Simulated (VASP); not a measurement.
Computed with PBE GGA with D4 dispersion, VASP's PBE PAW potentials (set 64) (plane waves; VASP).

A VASP calculation is set up with these files.

INCAR:
```
ALGO = Normal
EDIFF = 1E-6
EDIFFG = -0.01
ENCUT = 520
GGA = PE
IBRION = 2
ISIF = 3
ISMEAR = 1
ISPIN = 2
IVDW = 13
LASPH = .True.
LCHARG = .False.
LMAXMIX = 4
LORBIT = 10
LREAL = .False.
LWAVE = .False.
MAGMOM = 0.6
NELM = 100
NSW = 60
PREC = Accurate
SIGMA = 0.1
SYSTEM = Ni
```

**KPOINTS**
```
kpoints
0
Gamma
16 16 16
```

POSCAR:
```
Ni
1
    0.0000000000     1.7400825912     1.7400825912
    1.7400825912     0.0000000000     1.7400825912
    1.7400825912     1.7400825912     0.0000000000
Ni
1
Direct
  0.0000000000   0.0000000000   0.0000000000
```

POTCAR, in this order: Ni (PBE.64 set). Program: vasp_std.

Output

**OSZICAR**
```
       N       E                     dE             d eps       ncg     rms          rms(c)
DAV:   1     0.229932690597E+02    0.22993E+02   -0.48368E+03  5293   0.144E+03
DAV:   2    -0.607043081630E+01   -0.29064E+02   -0.27873E+02  5267   0.167E+02
DAV:   3    -0.648265431488E+01   -0.41222E+00   -0.41140E+00  6098   0.268E+01
DAV:   4    -0.648633701984E+01   -0.36827E-02   -0.36820E-02  5933   0.221E+00
DAV:   5    -0.648643169995E+01   -0.94680E-04   -0.94678E-04  6035   0.303E-01    0.102E+01
DAV:   6    -0.577851763066E+01    0.70791E+00   -0.16191E+01  5483   0.659E+01    0.569E+00
DAV:   7    -0.548340882218E+01    0.29511E+00   -0.25549E+00  5517   0.248E+01    0.202E+00
DAV:   8    -0.546672451940E+01    0.16684E-01   -0.21519E-02  7351   0.171E+00    0.948E-01
DAV:   9    -0.546450650509E+01    0.22180E-02   -0.15413E-03  7690   0.392E-01    0.252E-01
DAV:  10    -0.546401078470E+01    0.49572E-03   -0.65654E-04  6725   0.218E-01    0.371E-02
DAV:  11    -0.546401604734E+01   -0.52626E-05   -0.17250E-05  6750   0.542E-02    0.301E-02
DAV:  12    -0.546401687424E+01   -0.82689E-06   -0.10709E-06  2933   0.138E-02
   1 F= -.59325187E+01 E0= -.59326123E+01  d E =-.593252E+01  mag=     0.5890
```

OUTCAR:
```
------------------------ aborting loop because EDIFF is reached ----------------------------------------
  Edisp (eV):   -0.46850
  FORCE on cell =-STRESS in cart. coord.  units (eV):
  Direction    XX          YY          ZZ          XY          YZ          ZX
  --------------------------------------------------------------------------------------
  Total      -0.00033    -0.00033    -0.00033     0.00000     0.00000    -0.00000
  in kB      -0.04996    -0.04996    -0.04996     0.00000     0.00000    -0.00000
  external pressure =       -0.05 kB  Pullay stress =        0.00 kB
  volume of cell :       10.54
      direct lattice vectors                 reciprocal lattice vectors
     0.000000000  1.740082591  1.740082591    -0.287342683  0.287342683  0.287342683
     1.740082591  0.000000000  1.740082591     0.287342683 -0.287342683  0.287342683
     1.740082591  1.740082591  0.000000000     0.287342683  0.287342683 -0.287342683
 POSITION                                       TOTAL-FORCE (eV/Angst)
 -----------------------------------------------------------------------------------
      0.00000      0.00000      0.00000        -0.000000      0.000000     -0.000000
 -----------------------------------------------------------------------------------
    total drift:                                0.000000     -0.000000      0.000000
  FREE ENERGIE OF THE ION-ELECTRON SYSTEM (eV)
  ---------------------------------------------------
  free  energy   TOTEN  =        -5.9325186936 eV

  energy  without entropy=       -5.9327994543  energy(sigma->0) =       -5.93261228

 total charge

# of ion       s       p       d       tot
------------------------------------------
    1        0.510   0.526   8.332   9.369

 magnetization (x)

# of ion       s       p       d       tot
------------------------------------------
    1       -0.007  -0.025   0.630   0.598

 reached required accuracy - stopping structural energy minimisation
```
(Selected blocks of OUTCAR.)

The compound is Ni in the fcc structure. It was relaxed first. The start is the result of an earlier pass.
